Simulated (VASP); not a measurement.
Output of a VASP run:

File OUTCAR:
```
 ion  position               nearest neighbor table
   1  0.000  0.000  0.000-
  LATTYP: Found a face centered cubic cell.
 ALAT       =     5.4010155546
 Subroutine PRICEL returns:
 Original cell was already a primitive cell.
 Subroutine GETGRP returns: Found 48 space group operations
The static configuration has the point symmetry O_h .
The dynamic configuration has the point symmetry O_h .
 Subroutine INISYM returns: Found 48 space group operations
 Subroutine IBZKPT returns following result:
 Found     29 irreducible k-points:

 Following reciprocal coordinates:
            Coordinates               Weight
  0.000000  0.000000  0.000000      1.000000
  0.125000  0.000000  0.000000      8.000000
  0.250000  0.000000  0.000000      8.000000
  0.375000  0.000000  0.000000      8.000000
  0.500000  0.000000  0.000000      4.000000
  0.125000  0.125000  0.000000      6.000000
  0.250000  0.125000  0.000000     24.000000
  0.375000  0.125000  0.000000     24.000000
  0.500000  0.125000  0.000000     24.000000
 -0.375000  0.125000  0.000000     24.000000
 -0.250000  0.125000  0.000000     24.000000
 -0.125000  0.125000  0.000000     12.000000
  0.250000  0.250000  0.000000      6.000000
  0.375000  0.250000  0.000000     24.000000
  0.500000  0.250000  0.000000     24.000000
 -0.375000  0.250000  0.000000     24.000000
 -0.250000  0.250000  0.000000     12.000000
  0.375000  0.375000  0.000000      6.000000
  0.500000  0.375000  0.000000     24.000000
 -0.375000  0.375000  0.000000     12.000000
  0.500000  0.500000  0.000000      3.000000
  0.375000  0.250000  0.125000     24.000000
  0.500000  0.250000  0.125000     48.000000
 -0.375000  0.250000  0.125000     24.000000
  0.500000  0.375000  0.125000     24.000000
 -0.375000  0.375000  0.125000     48.000000
 -0.250000  0.375000  0.125000     24.000000
 -0.375000  0.500000  0.125000     12.000000
 -0.250000  0.500000  0.250000      6.000000
   k-points           NKPTS =     29   k-points in BZ     NKDIM =     29   number of bands    NBANDS=      8
   number of dos      NEDOS =    301   number of ions     NIONS =      1
   total plane-waves  NPLWV =  21952
   dimension x,y,z NGX =    28 NGY =   28 NGZ =   28
   dimension x,y,z NGXF=    56 NGYF=   56 NGZF=   56
   ions per type =               1
   PREC   = accura    normal or accurate (medium, high low for compatibility)
   ISTART =      0    job   : 0-new  1-cont  2-samecut
   ICHARG =      2    charge: 1-file 2-atom 10-const
   ISPIN  =      1    spin polarized calculation?
   LNONCOLLINEAR =      F non collinear calculations
   LSORBIT =      F    spin-orbit coupling
   INIWAV =      1    electr: 0-lowe 1-rand  2-diag
   ENCUT  =  520.0 eV  38.22 Ry    6.18 a.u.   7.10  7.10  7.10*2*pi/ulx,y,z
   NELM   =    100;   NELMIN=  2; NELMDL= -5     # of ELM steps
   EDIFF  = 0.1E-05   stopping-criterion for ELM
   LREAL  =      F    real-space projection
   NLSPLINE    = F    spline interpolate recip. space projectors
   LMAXMIX     =    6 max onsite mixed and CHGCAR
   VOSKOWN=      0    Vosko Wilk Nusair interpolation
   EDIFFG = -.1E-01   stopping-criterion for IOM
   NSW    =     60    number of steps for IOM
   NBLOCK =      1;   KBLOCK =     60    inner block; outer block
   IBRION =      2    ionic relax: 0-MD 1-quasi-New 2-CG
   NFREE  =      1    steps in history (QN), initial steepest desc. (CG)
   ISIF   =      3    stress and relaxation
   ISYM   =      2    0-nonsym 1-usesym 2-fastsym
   TEIN   =    0.0    initial temperature
   TEBEG  =    0.0;   TEEND  =   0.0 temperature during run
   SMASS  =  -3.00    Nose mass-parameter (am)
   PSTRESS=    0.0 pullay stress
   NELECT =       8.0000    total number of electrons
   EFERMI =   0.00;   METHOD = LEGACY
   ISMEAR =     0;   SIGMA  =   0.05  broadening in eV -4-tet -1-fermi 0-gaus
   IALGO  =     38    algorithm
   LDIAG  =      T    sub-space diagonalisation (order eigenvalues)
...
```

File OSZICAR:
```
       N       E                     dE             d eps       ncg     rms          rms(c)
DAV:   1     0.276870895393E+01    0.27687E+01   -0.44087E+03   488   0.868E+02
DAV:   2    -0.145313466983E+01   -0.42218E+01   -0.42175E+01   560   0.506E+01
DAV:   3    -0.148064129616E+01   -0.27507E-01   -0.27499E-01   696   0.465E+00
DAV:   4    -0.148070296841E+01   -0.61672E-04   -0.61672E-04   600   0.182E-01
DAV:   5    -0.148070301185E+01   -0.43437E-07   -0.43415E-07   648   0.516E-03    0.755E+00
DAV:   6    -0.148873123521E+01   -0.80282E-02   -0.14853E-03   536   0.347E-01    0.454E+00
DAV:   7    -0.149447044153E+01   -0.57392E-02   -0.34434E-03   552   0.531E-01    0.565E-02
DAV:   8    -0.149451482825E+01   -0.44387E-04   -0.15774E-04   512   0.113E-01    0.183E-02
DAV:   9    -0.149452212106E+01   -0.72928E-05   -0.11023E-05   536   0.319E-02    0.532E-03
DAV:  10    -0.149452064058E+01    0.14805E-05   -0.58571E-06   464   0.200E-02    0.411E-03
DAV:  11    -0.149452070519E+01   -0.64607E-07   -0.19339E-07   232   0.412E-03
   1 F= -.14945207E+01 E0= -.14941077E+01  d E =-.149452E+01
```

File OUTCAR:
```
------------------------ aborting loop because EDIFF is reached ----------------------------------------
  FORCE on cell =-STRESS in cart. coord.  units (eV):
  Direction    XX          YY          ZZ          XY          YZ          ZX
  --------------------------------------------------------------------------------------
  Total        0.0026565      0.0026565      0.0026565      0.0000000      0.0000000     -0.0000000
  in kB        0.1080557      0.1080557      0.1080557      0.0000000      0.0000000     -0.0000000
  external PRESSURE =       0.1080557 kB  Pullay stress =       0.0000000 kB
  volume of cell :       39.39
      direct lattice vectors                 reciprocal lattice vectors
     0.000000000  2.700507777  2.700507777    -0.185150365  0.185150365  0.185150365
     2.700507777  0.000000000  2.700507777     0.185150365 -0.185150365  0.185150365
     2.700507777  2.700507777  0.000000000     0.185150365  0.185150365 -0.185150365
 POSITION                                       TOTAL-FORCE (eV/Angst)
 -----------------------------------------------------------------------------------
      0.00000      0.00000      0.00000        -0.000000      0.000000      0.000000
 -----------------------------------------------------------------------------------
    total drift:                               -0.000000     -0.000000     -0.000000
  FREE ENERGIE OF THE ION-ELECTRON SYSTEM (eV)
  ---------------------------------------------------
  free  energy   TOTEN  =        -1.4945207052 eV

  energy  without entropy=       -1.4936947517  energy(sigma->0) =       -1.49410773

 reached required accuracy - stopping structural energy minimisation
```
(Selected blocks of OUTCAR.)

POSCAR:
```
Yb
1
    0.0000000000     2.7005077773     2.7005077773
    2.7005077773     0.0000000000     2.7005077773
    2.7005077773     2.7005077773     0.0000000000
Yb
1
Direct
  0.0000000000   0.0000000000   0.0000000000
```

Write an INCAR and KPOINTS that could have produced this output.

This is not unique; one that fits is the input of the run itself, PW91 GGA, plane waves, VASP's PBE PAW potentials (set 64).

### KPOINTS
```
Automatic
0
Gamma
 8 8 8
```

**INCAR**
```
# general
SYSTEM =Yb
PREC   =Accurate
ENCUT  =520
LREAL  =.FALSE.
LASPH  =.TRUE.

# electronic loop
EDIFF  =1E-6
NELM   =100
ALGO   =Normal
LMAXMIX=6

# smearing
ISMEAR =0
SIGMA  =0.05

# functional
GGA    =91

# ions
IBRION =2
NSW    =60
ISIF   =3
EDIFFG =-0.01

# output
LWAVE  =.FALSE.
LCHARG =.FALSE.
```

POTCAR, in this order: Yb_2 (PBE.64 set). Program: vasp_std.

The 4f electrons are frozen in the core of the lanthanide potential, so 4f levels, which can set the real gap, and their magnetism are missing.

The compound is Yb in the fcc structure. It was relaxed first. The start is the result of an earlier pass.
